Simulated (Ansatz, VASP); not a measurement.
# WSe2: VASP beside Ansatz

Aim: how closely do two programs agree when they are given the same cell, functional and k mesh? The cell is taken from a series of runs on this material, whose earlier steps may have relaxed, scaled, displaced or heated it; both programs get it as it stands.

Method: plane waves, with VASP 6.6.1 beside it; dielectric response at PBEsol, in Ansatz 0.2.0.

### 1. Set-up

It takes space group P6_3/mmc (No. 194, hexagonal). The conventional cell has a = 3.271 Å, b = 3.271 Å, c = 13.224 Å, α = 90.00°, β = 90.00°, γ = 120.00°. Nearest to W lie 6 Se at 2.52 Å. Se has 3 W at 2.52 Å nearest. Farther neighbours and most contacts between anions are not listed.

### 2. Ansatz: dielectric response, PBEsol

Ansatz runs on its PAW soft_1 files.

The response to a field tests empty states and converges slowly with the mesh.

The input, input.yaml:

```yaml
crystal:
  lattice:
    - [3.2711235414, 0.0, 0.0]
    - [-1.6355617707, 2.8328760858, 0.0]
    - [0.0, 0.0, 13.2243968745]
  atoms:
    - { symbol: W, position: [0.3333333333, 0.6666666667, 0.25] }
    - { symbol: W, position: [0.6666666667, 0.3333333333, 0.75] }
    - { symbol: Se, position: [0.3333333333, 0.6666666667, 0.6234043389] }
    - { symbol: Se, position: [0.6666666667, 0.3333333333, 0.1234043389] }
    - { symbol: Se, position: [0.3333333333, 0.6666666667, 0.8765956611] }
    - { symbol: Se, position: [0.6666666667, 0.3333333333, 0.3765956611] }
kpoints:
  mp_grid: { grid: [8, 8, 2] }
scf:
  occupations: { method: fixed }
hamiltonian:
  xc: pbesol
  pseudopotentials: { kind: paw, azcp: { folder: soft_1 }, xc_functional: pbe }
dielectric: {}
```

The run is started by

```sh
> ansatz run input.yaml --threads 4 --pin off --max-ram 8192MiB --backend cpu --events-out ev --progress --plain --runs-dir out
```

Numbers of over 12 decimals in the logs are rounded to 6 here.

The program printed:

```text
Engine: ansatz 0.2.0, x86_64-unknown-linux-gnu
Pseudopotentials: kind: paw
Pseudopotential: W, paw, valence charge 14, recommended cutoff 420 eV (normal), soft_1/W.paw.azcp
Pseudopotential: Se, paw, valence charge 16, recommended cutoff 420 eV (normal), soft_1/Se.paw.azcp
Functional definition: PBEsol
  exchange = pbesol_x
  correlation = pbesol_c
Crystal: 6 atoms, lattice volume = 122.546 Å³
Basis set: ecut = 420 eV, 2457 PW (Γ), exchange–correlation on 48×48×180 points (8 copies of the dense FFT grid, shifted against one another)
Bands: 56, of which v1, the nominal top of the filled ones, is band 46 counted from 1 (45 counted from 0)
Symmetry: 24 space group operations
k-points: 42 of 128 (irreducible under 2 space group operations, time reversal used)
Non-local potential: W, projectors of the file, l = 0: 3, l = 1: 2, l = 2: 2, l = 3: 1
Non-local potential: Se, projectors of the file, l = 0: 2, l = 1: 2, l = 2: 3, l = 3: 1
PAW form: soft (Blöchl's): semilocal exchange-correlation on the pseudo side does not see the compensation charge
PAW frozen core: W, regenerated for the run's functional, and the local potential with it (the file was generated under x = pbe(κ = 0.804, μ = 0.219515), c = pbe(β = 0.066725))
PAW frozen core: Se, regenerated for the run's functional, and the local potential with it (the file was generated under x = pbe(κ = 0.804, μ = 0.219515), c = pbe(β = 0.066725))
PAW one-centre angular grid: W, 590 points (default); XC on 64 Gauss nodes
PAW one-centre angular grid: Se, 590 points (default); XC on 64 Gauss nodes
Initial density: superposition of atomic densities (chi_scale 0.1, normalization cell, long waves kept (reshape's long-wave potential 0.04 eV rms))
Initial wavefunctions: pseudopotential atomic-orbital guess
Functional: x = pbesol(κ = 0.804, μ = 0.123457), c = pbesol(β = 0.046)
SCF iter   1: F=—  HF=-42216.806822 eV  |F-HF|=—  |Δ(HF+E_count)|=         —  Δρ=3.71e-2  dr2=6.25e0  ethr=3.10e-3  ⟨swp⟩=4.9  Hψ=7305  notcnv=0  defer=255
preconditioner: auto → Resta (q_TF=auto, 2.601 Å⁻¹)  ε∞=6.0  [insulator: Δε(μ)=1.215 eV  Ē_g=9.022 eV  n_scr=40 (ndim 8)  ℏωp=20.1 eV  f_vac=0.030  ε∞_Penn≈6.0]
SCF iter   2: F=—  HF=-42215.863990 eV  |F-HF|=—  |Δ(HF+E_count)|=   9.43e-1  Δρ=2.25e-2  dr2=8.34e-1  ethr=3.10e-3  ⟨swp⟩=2.1  Hψ=3228  notcnv=0  defer=174
SCF iter   3: F=—  HF=-42215.652276 eV  |F-HF|=—  |Δ(HF+E_count)|=   2.12e-1  Δρ=8.82e-3  dr2=2.57e-1  ethr=9.06e-4  ⟨swp⟩=2.2  Hψ=2967  notcnv=0  defer=299
SCF iter   4: F=—  HF=-42215.599437 eV  |F-HF|=—  |Δ(HF+E_count)|=   5.28e-2  Δρ=2.28e-3  dr2=8.80e-3  ethr=2.79e-4  ⟨swp⟩=2.0  Hψ=2945  notcnv=0  defer=306
SCF iter   5: F=—  HF=-42215.599428 eV  |F-HF|=—  |Δ(HF+E_count)|=   8.62e-6  Δρ=9.85e-4  dr2=1.99e-3  ethr=9.56e-6  ⟨swp⟩=2.0  Hψ=4275  notcnv=0  defer=334
SCF iter   6: F=—  HF=-42215.599848 eV  |F-HF|=—  |Δ(HF+E_count)|=   4.19e-4  Δρ=3.78e-4  dr2=1.96e-4  ethr=2.16e-6  ⟨swp⟩=2.0  Hψ=4160  notcnv=0  defer=334
SCF iter   7: F=—  HF=-42215.600038 eV  |F-HF|=—  |Δ(HF+E_count)|=   1.90e-4  Δρ=8.37e-5  dr2=7.46e-6  ethr=2.13e-7  ⟨swp⟩=2.0  Hψ=3034  notcnv=0  defer=201
SCF iter   8: F=—  HF=-42215.600025 eV  |F-HF|=—  |Δ(HF+E_count)|=   1.30e-5  Δρ=2.83e-5  dr2=9.20e-7  ethr=8.11e-9  ⟨swp⟩=2.0  Hψ=4174  notcnv=0  defer=107
SCF iter   9: F=—  HF=-42215.600026 eV  |F-HF|=—  |Δ(HF+E_count)|=   1.71e-6  Δρ=7.85e-6  dr2=4.82e-8  ethr=1.00e-9  ⟨swp⟩=2.0  Hψ=3001  notcnv=0  defer=107
SCF iter  10: F=—  HF=-42215.600026 eV  |F-HF|=—  |Δ(HF+E_count)|=   2.64e-8  Δρ=1.02e-6  dr2=1.16e-9  ethr=5.24e-11  ⟨swp⟩=2.0  Hψ=3259  notcnv=0  defer=107
SCF iter  11: F=—  HF=-42215.600026 eV  |F-HF|=—  |Δ(HF+E_count)|=   2.10e-9  Δρ=3.39e-7  dr2=1.10e-10  ethr=1.00e-12  ⟨swp⟩=10.5  Hψ=8821  notcnv=0
SCF iter  12: F=-42215.600026 eV  HF=-42215.600026 eV  |F-HF|=0.00e0  |Δ(HF+E_count)|=  8.73e-11  Δρ=6.58e-8  dr2=6.68e-12  ethr=1.00e-12  ⟨swp⟩=2.0  Hψ=4390  notcnv=0
SCF 1 converged in 12 iterations: F = -42215.600026 eV  dr2 = 6.68e-12
  greatest PAW one-centre occupation: 1.000 electrons in one spin orbital (limit 2), on the Se atom at site 4 (counted from 0), in its partial waves of l = 2
NSCF: frozen V_eff on 2 k-points
DFPT response loops at Γ: preconditioner auto → Resta (q_TF=auto, 2.601 Å⁻¹)  ε∞=7.2 (no band partly filled); β = 1.00, the filter's whole step (`scf.mixing.beta` (0.50) is not read by the response loops at its default; to damp them type it under 1.00, their step now; it binds the ground state too); Broyden in place of MSR1
── the response to a field inside a basis, on 8×8×2 k-points: an SCF that follows is theirs, and a resumed run solves both again ──
Bands: 47, of which v1, the nominal top of the filled ones, is band 46 counted from 1 (45 counted from 0)
k-points: 20 of 128 (irreducible under 8 space group operations)
Initial density: handed on by an earlier stage of this run
Initial wavefunctions: pseudopotential atomic-orbital guess (no wavefunctions were taken with the density)
Eigensolver: Dense (20 Hₖ)
SCF iter   1: F=—  HF=-42215.362930 eV  |F-HF|=—  |Δ(HF+E_count)|=         —  Δρ=5.34e-4  dr2=1.23e-4  ethr=1.00e-1
preconditioner: auto → Resta (q_TF=auto, 2.601 Å⁻¹)  ε∞=8.6  [insulator: Δε(μ)=1.270 eV  Ē_g=7.282 eV  n_scr=40 (ndim 8)  ℏωp=20.1 eV  f_vac=0.062  ε∞_Penn≈8.6]
SCF iter   2: F=—  HF=-42215.362994 eV  |F-HF|=—  |Δ(HF+E_count)|=   6.38e-5  Δρ=3.08e-4  dr2=4.54e-5  ethr=1.34e-7
SCF iter   3: F=—  HF=-42215.363024 eV  |F-HF|=—  |Δ(HF+E_count)|=   2.96e-5  Δρ=4.10e-5  dr2=3.15e-6  ethr=4.93e-8
SCF iter   4: F=—  HF=-42215.363024 eV  |F-HF|=—  |Δ(HF+E_count)|=   1.03e-7  Δρ=1.81e-5  dr2=6.34e-7  ethr=3.42e-9
SCF iter   5: F=-42215.363024 eV  HF=-42215.363024 eV  |F-HF|=1.43e-8  |Δ(HF+E_count)|=   1.87e-7  Δρ=4.66e-6  dr2=7.24e-8  ethr=6.89e-10
SCF 1 converged in 5 iterations: F = -42215.363024 eV  dr2 = 7.24e-8
  greatest PAW one-centre occupation: 1.000 electrons in one spin orbital (limit 2), on the Se atom at site 5 (counted from 0), in its partial waves of l = 2
DFPT response loops at Γ: preconditioner auto → Resta (q_TF=auto, 2.601 Å⁻¹)  ε∞=6.9 (no band partly filled); β = 1.00, the filter's whole step (`scf.mixing.beta` (0.50) is not read by the response loops at its default; to damp them type it under 1.00, their step now; it binds the ground state too); Broyden in place of MSR1
SCF converged after 12 iterations
Free energy (F): -42215.600026 eV
Harris-Foulkes:  -42215.600026 eV  (|F-HF|=0.00e0)
Internal energy: -42215.600026 eV  (E = F + TS)
E sigma→0 (E₀):  -42215.600026 eV
Fermi energy:    12.194700 eV
--- Per-component energies (eV) ---
  E_band       = -1745.660498
  E_kinetic    = 1290.730955
  E_local      = -12540.367431  (includes V_loc(G=0)·N_el)
  E_nonlocal   = -1455.696426
  E_hartree    = 6435.453798
  E_xc         = -872.068867
  E_vxc        = -826.283008  (∫ρ·V_xc dr)
  E_paw        = -25247.363164  (= ΣΔE_a)
  E_vpaw       = -1084.950998  (= ΣTr[D̂ρ^β])
  E_aug_tail   = -0.001208  (compensation charges beyond the density's cutoff)
  E_ewald      = -9830.765207
  E_core_change = 4.477523  (= ΣΔE_core)
  E_smearing   = -0.000000  (= −TS)
  E_closure    = 0.000000  (closes the sum)
  Σ components = -42215.600026   (vs F -42215.600026, Δ=0.00e0)
--- Band table (eV; the first three rows and the last of 42) ---
  k-point 0: bands = [... 42 lower, 10.8161, 11.0071, 11.1109, 12.1947, 14.9971, 14.9971, 15.0367, 15.0367, ... 6 higher]
  k-point 1: bands = [... 42 lower, 10.7961, 10.7961, 11.9546, 11.9546, 15.0051, 15.0051, 15.0051, 15.0051, ... 6 higher]
  k-point 2: bands = [... 42 lower, 10.6293, 11.1568, 11.3085, 11.8555, 14.2877, 14.5900, 14.7179, 14.7638, ... 6 higher]
  k-point 41: bands = [... 42 lower, 9.9869, 9.9869, 11.4505, 11.4505, 13.9943, 13.9943, 14.7755, 14.7755, ... 6 higher]
--- Dielectric response (ions clamped): 3 representative field directions + reference, inside a basis on a mesh of 128 k-points (Σ response iterations 15) ---
  ε∞ (high-frequency dielectric tensor):
       14.896746     0.000000     0.000000
        0.000000    14.896746     0.000000
        0.000000     0.000000     6.936254
  Born effective charges Z* (e; rows j = field, columns β = displacement):
    site 0:
        -1.31479    0.00000    0.00000
        -0.00000   -1.31479    0.00000
        -0.00000   -0.00000   -0.75255
    site 1:
        -1.31479    0.00000    0.00000
        -0.00000   -1.31479    0.00000
        -0.00000   -0.00000   -0.75255
    site 2:
         0.65740    0.00000    0.00000
         0.00000    0.65740    0.00000
         0.00000   -0.00000    0.37628
    site 3:
         0.65740   -0.00000   -0.00000
        -0.00000    0.65740    0.00000
         0.00000   -0.00000    0.37628
    site 4:
         0.65740   -0.00000   -0.00000
         0.00000    0.65740    0.00000
         0.00000   -0.00000    0.37628
    site 5:
         0.65740    0.00000    0.00000
        -0.00000    0.65740   -0.00000
        -0.00000    0.00000    0.37628
  Z* charge neutrality: 3.737e-2 e pre-enforcement
  solved inside a basis spanned on kpoints, on 8×8×2 k-points, its susceptibility summed on 14×14×4: ε∞ is read to err by 1.1e-1, Z* by 2.8e-2 e (field_mesh: kpoints solves on kpoints); Z* is corrected for what the basis lacks
```

The column dr2 measures how far the density is from self-consistency, as an energy; F and HF (Harris–Foulkes) agree once it is small.

(Part 1 of 2 ends here.)

[Lines on the potential files, build, host, timing and source positions are cut from VASP's logs without a mark.]

[Logs are printed without paths, hosts, clocks, repeated set-up lines and the standing remarks that a program may print on its own settings, such as how far it seeks lower states.]

[Hosts, paths, dates, database ids (printed as entryN), source tags and the programs' standing remarks are cut or masked in the printed files.]
